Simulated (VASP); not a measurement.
Output of a VASP run:

File OSZICAR:
```
...
DAV:   6    -0.192107743008E+02    0.35848E-05   -0.56724E-04  3834   0.184E-01    0.924E-02
DAV:   7    -0.192107619529E+02    0.12348E-04   -0.27610E-05  4164   0.422E-02    0.274E-02
DAV:   8    -0.192107618100E+02    0.14287E-06   -0.29687E-07  2496   0.468E-03
   3 F= -.12298888E+02 E0= -.12298579E+02  d E =-.685373E-01
       N       E                     dE             d eps       ncg     rms          rms(c)
DAV:   1    -0.191964040227E+02    0.14358E-01   -0.91889E-03  3372   0.874E-01    0.244E-01
DAV:   2    -0.191961376469E+02    0.26638E-03   -0.57658E-04  3426   0.207E-01    0.730E-02
DAV:   3    -0.191960515493E+02    0.86098E-04   -0.14884E-04  3474   0.997E-02    0.278E-02
DAV:   4    -0.191960420648E+02    0.94845E-05   -0.21530E-05  3830   0.384E-02    0.248E-02
DAV:   5    -0.191960424912E+02   -0.42639E-06   -0.24549E-06  3444   0.105E-02
   4 F= -.12299006E+02 E0= -.12298688E+02  d E =-.686546E-01
       N       E                     dE             d eps       ncg     rms          rms(c)
DAV:   1    -0.191884274946E+02    0.76146E-02   -0.24688E-03  3384   0.453E-01    0.128E-01
DAV:   2    -0.191883563561E+02    0.71138E-04   -0.15468E-04  3426   0.107E-01    0.379E-02
DAV:   3    -0.191883332767E+02    0.23079E-04   -0.40446E-05  3492   0.520E-02    0.147E-02
DAV:   4    -0.191883309720E+02    0.23046E-05   -0.56872E-06  3694   0.198E-02    0.131E-02
DAV:   5    -0.191883314124E+02   -0.44037E-06   -0.58593E-07  1806   0.551E-03
   5 F= -.12298985E+02 E0= -.12298662E+02  d E =-.686334E-01
       N       E                     dE             d eps       ncg     rms          rms(c)
DAV:   1    -0.192079685353E+02   -0.19638E-01   -0.45838E-02  3366   0.185E+00    0.391E-01
DAV:   2    -0.192072542265E+02    0.71431E-03   -0.14567E-03  4176   0.319E-01    0.128E-01
DAV:   3    -0.192070090655E+02    0.24516E-03   -0.31435E-04  3834   0.141E-01    0.769E-02
DAV:   4    -0.192069662660E+02    0.42799E-04   -0.91813E-05  4224   0.762E-02    0.601E-02
DAV:   5    -0.192069628760E+02    0.33900E-05   -0.76321E-06  4124   0.203E-02    0.315E-03
DAV:   6    -0.192069629600E+02   -0.83967E-07   -0.20788E-07  1950   0.381E-03
   6 F= -.12299064E+02 E0= -.12298694E+02  d E =-.793853E-04
       N       E                     dE             d eps       ncg     rms          rms(c)
DAV:   1    -0.192005255289E+02    0.64373E-02   -0.57960E-03  3384   0.657E-01    0.138E-01
DAV:   2    -0.192004358853E+02    0.89644E-04   -0.18319E-04  4164   0.113E-01    0.462E-02
DAV:   3    -0.192004051030E+02    0.30782E-04   -0.39678E-05  3858   0.501E-02    0.278E-02
DAV:   4    -0.192004001562E+02    0.49468E-05   -0.11658E-05  4218   0.272E-02    0.215E-02
DAV:   5    -0.192004007234E+02   -0.56726E-06   -0.82551E-07  1944   0.718E-03
   7 F= -.12299101E+02 E0= -.12298749E+02  d E =-.116436E-03
       N       E                     dE             d eps       ncg     rms          rms(c)
DAV:   1    -0.191918437097E+02    0.85564E-02   -0.22439E-02  3372   0.128E+00    0.204E-01
DAV:   2    -0.191915537652E+02    0.28994E-03   -0.52102E-04  4200   0.188E-01    0.916E-02
DAV:   3    -0.191914706618E+02    0.83103E-04   -0.81173E-05  4008   0.692E-02    0.663E-02
DAV:   4    -0.191914464042E+02    0.24258E-04   -0.47360E-05  4278   0.531E-02    0.343E-02
DAV:   5    -0.191914463006E+02    0.10361E-06   -0.35953E-06  3808   0.150E-02
   8 F= -.12299143E+02 E0= -.12298744E+02  d E =-.418558E-04
```

File OUTCAR:
```
------------------------ aborting loop because EDIFF is reached ----------------------------------------
  FORCE on cell =-STRESS in cart. coord.  units (eV):
  Direction    XX          YY          ZZ          XY          YZ          ZX
  --------------------------------------------------------------------------------------
  Total        6.9137386      6.9137379      6.8917819      0.0000000     -0.0000000      0.0000000
  in kB      300.9330057    300.9329741    299.9773003      0.0000000     -0.0000000      0.0000000
  external PRESSURE =       0.6144267 kB  Pullay stress =     300.0000000 kB
  volume of cell :       36.81
      direct lattice vectors                 reciprocal lattice vectors
     1.493328357 -2.586520451 -0.000000000     0.334822544 -0.193309896  0.000000000
     1.493328357  2.586520451 -0.000000000     0.334822544  0.193309896  0.000000000
    -0.000000000  0.000000000  4.764885759     0.000000000  0.000000000  0.209868620
 POSITION                                       TOTAL-FORCE (eV/Angst)
 -----------------------------------------------------------------------------------
      1.49333      0.86218      1.19122        -0.000000      0.000000      0.000000
      1.49333     -0.86218      3.57366         0.000000     -0.000000      0.000000
 -----------------------------------------------------------------------------------
    total drift:                                0.000000      0.000153     -0.000015
  FREE ENERGIE OF THE ION-ELECTRON SYSTEM (eV)
  ---------------------------------------------------
  free  energy   TOTEN  =       -19.1914463006 eV

  energy  without entropy=      -19.1902494636  energy(sigma->0) =      -19.19104735
  enthalpy is  TOTEN    =       -12.2991428644 eV   P V=        6.8923034362

 reached required accuracy - stopping structural energy minimisation
```
(Selected blocks of OUTCAR.)

### POSCAR
```
Hf
1
    1.5233865918    -2.6385828963    -0.0000000000
    1.5233865918     2.6385828963    -0.0000000000
    0.0000000000     0.0000000000     4.8421534791
Hf
2
Direct
  0.3333330000   0.6666670000   0.2500000000
  0.6666670000   0.3333330000   0.7500000000
```

Task: Reconstruct the remaining input files.

Result: Several could match; the one computed here: the input of the run itself, PBE GGA, plane waves, VASP's PBE PAW potentials (set 64).

**KPOINTS**
```
kpoints
0
gamma
14 14 8
```

**INCAR**
```
SYSTEM  =  Hf
PREC  =  Accurate; ENCUT  =  500; LREAL  =  F
LASPH  =  T
EDIFF  =  1E-6; NELM  =  100; ALGO  =  Normal
LMAXMIX  =  6
ISMEAR  =  1; SIGMA  =  0.1
GGA  =  PE
IBRION  =  2; NSW  =  40; ISIF  =  3
EDIFFG  =  -0.02; PSTRESS  =  300
LWAVE  =  F; LCHARG  =  F
```

POTCAR, in this order: Hf_pv (PBE.64 set). Program: vasp_std.

Energy and stress use the plane-wave basis of the starting cell.

The compound is Hf in the hcp structure. This run relaxes it under an external pressure of 30 GPa. Symmetry was kept, so distortions that lower it aren't found.
